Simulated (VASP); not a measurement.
All values below come from PBEsol GGA, VASP's PBE PAW potentials (set 64) (plane waves; VASP 6.6.1).

Input for VASP

POSCAR:
```
BN
1
    2.5423464809     0.0000000000     0.0000000000
   -1.2711732405     2.2017362105     0.0000000000
    0.0000000000     0.0000000000     4.2053300603
B N
2 2
Direct
  0.6666670000   0.3333330000   0.0003383763
  0.3333330000   0.6666670000   0.5003383763
  0.6666670000   0.3333330000   0.3746616237
  0.3333330000   0.6666670000   0.8746616237
```

### INCAR
```
ALGO = Normal
EDIFF = 1E-7
ENCUT = 520
GGA = PS
ICHARG = 11
ISMEAR = 0
LASPH = .TRUE.
LCHARG = .FALSE.
LORBIT = 11
LREAL = .FALSE.
LWAVE = .FALSE.
NELM = 100
PREC = Accurate
SIGMA = 0.05
SYSTEM = BN
```

**KPOINTS**
```
k-points along high-symmetry lines
10
Line-mode
Reciprocal
  0.000000   0.000000   0.000000 ! GAMMA
  0.500000   0.000000   0.000000 ! M

  0.500000   0.000000   0.000000 ! M
  0.333333   0.333333   0.000000 ! K

  0.333333   0.333333   0.000000 ! K
  0.000000   0.000000   0.000000 ! GAMMA

  0.000000   0.000000   0.000000 ! GAMMA
  0.000000   0.000000   0.500000 ! A

  0.000000   0.000000   0.500000 ! A
  0.500000   0.000000   0.500000 ! L

  0.500000   0.000000   0.500000 ! L
  0.333333   0.333333   0.500000 ! H

  0.333333   0.333333   0.500000 ! H
  0.000000   0.000000   0.500000 ! A

  0.500000   0.000000   0.500000 ! L
  0.500000   0.000000   0.000000 ! M

  0.333333   0.333333   0.500000 ! H
  0.333333   0.333333   0.000000 ! K
```

POTCAR, in this order: B N (PBE.64 set). Program: vasp_std. Read from the step before: CHGCAR.

What VASP printed:

**OUTCAR**
```
 ion  position               nearest neighbor table
   1  0.667  0.333  0.000-   4 1.56   4 1.56   4 1.56   3 1.57
   2  0.333  0.667  0.500-   3 1.56   3 1.56   3 1.56   4 1.57
   3  0.667  0.333  0.375-   2 1.56   2 1.56   2 1.56   1 1.57
   4  0.333  0.667  0.875-   1 1.56   1 1.56   1 1.56   2 1.57
  LATTYP: Found a hexagonal cell.
 ALAT       =     2.5423464809
 C/A-ratio  =     1.6541136670
 Subroutine PRICEL returns:
 Original cell was already a primitive cell.
 Subroutine GETGRP returns: Found 12 space group operations
The static configuration has the point symmetry C_3v.
 The point group associated with its full space group is C_6v.
The dynamic configuration has the point symmetry C_3v.
 Subroutine INISYM returns: Found 12 space group operations
   k-points           NKPTS =     90   k-points in BZ     NKDIM =     90   number of bands    NBANDS=     12
   number of dos      NEDOS =    301   number of ions     NIONS =      4
   total plane-waves  NPLWV =  12800
   dimension x,y,z NGX =    20 NGY =   20 NGZ =   32
   dimension x,y,z NGXF=    40 NGYF=   40 NGZF=   64
   ions per type =               2   2
   PREC   = accura    normal or accurate (medium, high low for compatibility)
   ISTART =      0    job   : 0-new  1-cont  2-samecut
   ICHARG =     11    charge: 1-file 2-atom 10-const
   ISPIN  =      1    spin polarized calculation?
   LNONCOLLINEAR =      F non collinear calculations
   LSORBIT =      F    spin-orbit coupling
   INIWAV =      1    electr: 0-lowe 1-rand  2-diag
   ENCUT  =  520.0 eV  38.22 Ry    6.18 a.u.   4.73  4.73  7.82*2*pi/ulx,y,z
   NELM   =    100;   NELMIN=  2; NELMDL= -5     # of ELM steps
   EDIFF  = 0.1E-06   stopping-criterion for ELM
   LREAL  =      F    real-space projection
   NLSPLINE    = F    spline interpolate recip. space projectors
   LMAXMIX     =    2 max onsite mixed and CHGCAR
   VOSKOWN=      0    Vosko Wilk Nusair interpolation
   EDIFFG = 0.1E-05   stopping-criterion for IOM
   NSW    =      0    number of steps for IOM
   NBLOCK =      1;   KBLOCK =      1    inner block; outer block
   IBRION =     -1    ionic relax: 0-MD 1-quasi-New 2-CG
   NFREE  =      0    steps in history (QN), initial steepest desc. (CG)
   ISIF   =      2    stress and relaxation
   ISYM   =      2    0-nonsym 1-usesym 2-fastsym
   TEIN   =    0.0    initial temperature
   TEBEG  =    0.0;   TEEND  =   0.0 temperature during run
   SMASS  =  -3.00    Nose mass-parameter (am)
   PSTRESS=    0.0 pullay stress
   NELECT =      16.0000    total number of electrons
   EFERMI =   0.00;   METHOD = LEGACY
   ISMEAR =     0;   SIGMA  =   0.05  broadening in eV -4-tet -1-fermi 0-gaus
   IALGO  =     38    algorithm
   LDIAG  =      T    sub-space diagonalisation (order eigenvalues)
   IMIX   =      4    mixing-type and parameters
     AMIX     =   0.40;   BMIX     =  1.00
     AMIX_MAG =   1.60;   BMIX_MAG =  1.00
     AMIN     =   0.10
   GGA     = PS    functional components
   VOSKOWN =     0    Vosko Wilk Nusair interpolation
   LHFCALC =     F    Hartree Fock is set to
   LHFONE  =     F    Hartree Fock one center treatment
   AEXX    =    0.0000 exact exchange contribution
   IVDW    =     0    specifies the selected vdW correction
   LEPSILON=     F    determine dielectric tensor
   LRPA    =     F    only Hartree local field effects (RPA)
  energy-cutoff  :      520.00
  volume of cell :       23.54
      direct lattice vectors                 reciprocal lattice vectors
     2.542346481  0.000000000  0.000000000     0.393337418  0.227093508  0.000000000
    -1.271173241  2.201736211  0.000000000     0.000000000  0.454187016  0.000000000
     0.000000000  0.000000000  4.205330060     0.000000000  0.000000000  0.237793463
 k-point     1 :   0.0000 0.0000 0.0000  plane waves:     627
 k-point     2 :   0.0556 0.0000 0.0000  plane waves:     637
 k-point     3 :   0.1111 0.0000 0.0000  plane waves:     634
 k-point     4 :   0.1667 0.0000 0.0000  plane waves:     636
 k-point     5 :   0.2222 0.0000 0.0000  plane waves:     634
 k-point     6 :   0.2778 0.0000 0.0000  plane waves:     626
...
```

**OSZICAR**
```
       N       E                     dE             d eps       ncg     rms          rms(c)
DAV:   1     0.489953172436E+02    0.48995E+02   -0.86231E+03  2160   0.129E+03
DAV:   2    -0.324408460608E+02   -0.81436E+02   -0.75610E+02  3148   0.266E+02
DAV:   3    -0.349358285861E+02   -0.24950E+01   -0.24796E+01  2840   0.445E+01
DAV:   4    -0.349529031726E+02   -0.17075E-01   -0.17051E-01  2640   0.360E+00
DAV:   5    -0.349531338352E+02   -0.23066E-03   -0.23057E-03  2740   0.337E-01
DAV:   6    -0.349531410838E+02   -0.72486E-05   -0.72485E-05  2624   0.421E-02
DAV:   7    -0.349531414169E+02   -0.33314E-06   -0.33309E-06  2552   0.691E-03
DAV:   8    -0.349531414350E+02   -0.18106E-07   -0.18114E-07  2016   0.129E-03
   1 F= -.34953141E+02 E0= -.34953141E+02  d E =-.407029E-11
```

### OUTCAR
```
 val. band max:        7.5727220493   @ k =   0.0000   0.0000   0.0000

 cond. band min:      12.5123895958   @ k =   0.3333   0.3333   0.0000



 k-point     1 :       0.0000    0.0000    0.0000
  band No.  band energies     occupation
      1     -12.9060      2.00000
      2      -8.6846      2.00000
      3      -3.4825      2.00000
      4       5.4265      2.00000
      5       5.4265      2.00000
      6       7.2818      2.00000
      7       7.5727      2.00000
      8       7.5727      2.00000
      9      15.8908      0.00000
     10      15.8908      0.00000
     11      16.1381      0.00000
     12      17.0947      0.00000

 k-point     2 :       0.0556    0.0000    0.0000
  band No.  band energies     occupation
      1     -12.8382      2.00000
      2      -8.6321      2.00000
      3      -3.4153      2.00000
      4       5.1040      2.00000
      5       5.2935      2.00000
      6       7.2104      2.00000
      7       7.3124      2.00000
      8       7.5016      2.00000
      9      15.7475      0.00000
     10      16.0312      0.00000
     11      16.2854      0.00000
     12      17.3156      0.00000

 k-point     3 :       0.1111    0.0000    0.0000
  band No.  band energies     occupation
      1     -12.6354      2.00000
      2      -8.4774      2.00000
      3      -3.2146      2.00000
      4       4.2393      2.00000
      5       4.9406      2.00000
      6       6.5885      2.00000
      7       7.0148      2.00000
      8       7.2938      2.00000
      9      15.4905      0.00000
     10      16.4117      0.00000
     11      16.5287      0.00000
     12      17.9111      0.00000

 k-point     4 :       0.1667    0.0000    0.0000
  band No.  band energies     occupation
      1     -12.3006      2.00000
      2      -8.2305      2.00000
      3      -2.8841      2.00000
      4       3.0452      2.00000
      5       4.4653      2.00000
      6       5.5718      2.00000
      7       6.6785      2.00000
...
```

The density is held fixed in this step, so its total energy and stress have no physical meaning.

The structure comes from a measured BN entry (P6_3mc) of the Crystallography Open Database, whose conditions weren't checked. It was relaxed first.
